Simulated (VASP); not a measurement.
Here is the system:

```
B
1.0
    4.41454    -2.45000     0.00003
    4.41454     2.45000     0.00003
    3.05481     0.00000     4.01980
B
12
Direct
  0.01022   0.65415   0.01022
  0.01022   0.01022   0.65415
  0.65415   0.01022   0.01022
  0.98978   0.34585   0.98978
  0.98978   0.98978   0.34585
  0.34585   0.98978   0.98978
  0.22105   0.63070   0.22105
  0.22105   0.22105   0.63070
  0.63070   0.22105   0.22105
  0.77895   0.36930   0.77895
  0.77895   0.77895   0.36930
  0.36930   0.77895   0.77895
```

Computed with PBE GGA, VASP's PBE PAW potentials (set 64) (plane waves; VASP). Numerical set-up: 520 eV cut-off, 10×10×10 Γ-centred mesh, Gaussian smearing of 0.010 eV, potentials B.

### Question
Estimate the energy per atom (σ→0).

### Answer

The energy per atom (σ→0) is -6.705 eV/atom.

The absolute energy has meaning only against runs of the same code, potentials and settings.

The compound is B in the alpha structure. It was relaxed first.
